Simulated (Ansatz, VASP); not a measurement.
# One calculation of Ta4O, two programs

File INCAR:

```
SYSTEM = Ta4O
PREC = Accurate
ENCUT = 520
EDIFF = 1E-6
ISMEAR = 0
SIGMA = 0.1
LREAL = .FALSE.
LASPH = .TRUE.
NELM = 60
ALGO = Normal
ISIF = 2
LWAVE = .FALSE.
LCHARG = .TRUE.
GGA = PE
LELF = .TRUE.
LVHAR = .TRUE.
NBANDS = 33
```

The input KPOINTS:

```
regular mesh
0
G
  8 8 4
  0 0 0
```

File POSCAR:

```
Ta4O
1.0
    3.2574970000      0.0000000000      0.0000000000
    0.0000000000      3.2574970000      0.0000000000
    0.0000000000      0.0000000000      7.4093410000
Ta O
4 1
Direct
    0.0000000000      0.0000000000      0.5000000000
    0.5000000000      0.5000000000      0.7831580000
    0.5000000000      0.5000000000      0.2168420000
    0.0000000000      0.0000000000      0.0000000000
    0.5000000000      0.5000000000      0.5000000000
```

Input for Ansatz:

```yaml
crystal:
  lattice:
    - [3.257497, 0.0, 0.0]
    - [0.0, 3.257497, 0.0]
    - [0.0, 0.0, 7.409341]
  atoms:
    - { symbol: Ta, position: [0.0, 0.0, 0.5] }
    - { symbol: Ta, position: [0.5, 0.5, 0.783158] }
    - { symbol: Ta, position: [0.5, 0.5, 0.216842] }
    - { symbol: Ta, position: [0.0, 0.0, 0.0] }
    - { symbol: O, position: [0.5, 0.5, 0.5] }
basis:
  ecutwfc: 420
kpoints:
  mp_grid: { grid: [8, 8, 4] }
hamiltonian:
  xc: pbe
scf:
  occupations: { method: gaussian, width: 0.1 }
output:
  forces: true
  stress: true
  eigenvalues: true
```

Alike in both runs: task single point; functional PBE; k mesh 8 × 8 × 4; occupations gaussian, width 0.1 eV; no spin polarisation.

|  | VASP | Ansatz |
| --- | --- | --- |
| version | VASP 6.6.1 | Ansatz 0.2.0 |
| potentials or method | VASP PAW PBE potentials, release 64 (Ta_pv, O) | scalar-relativistic, plane waves, PAW |
| plane-wave cutoff (eV) | 520 | 420 |
| valence electrons in the cell | 50 | 58 |

|  | VASP | Ansatz | Ansatz less VASP |
| --- | --- | --- | --- |
| gap on the k mesh at the Fermi level (eV) | none | none | - |
| pressure (GPa) | -0.5 | -0.8 | -0.25 |
| largest component of the traceless stress (GPa) | 0.18 | 0.32 | +0.134 |
| rms of the force components (eV/Å) | 0.021 | 0.009 | -0.0122 |

Atom by atom the forces differ by 0.012 eV/Å (rms over components). A gap of «none» marks a metal or a gap that the smearing closes. The two sets of potentials don't hold the same shells in valence.

The runs have no spin-orbit coupling, so splittings on Ta are missing.
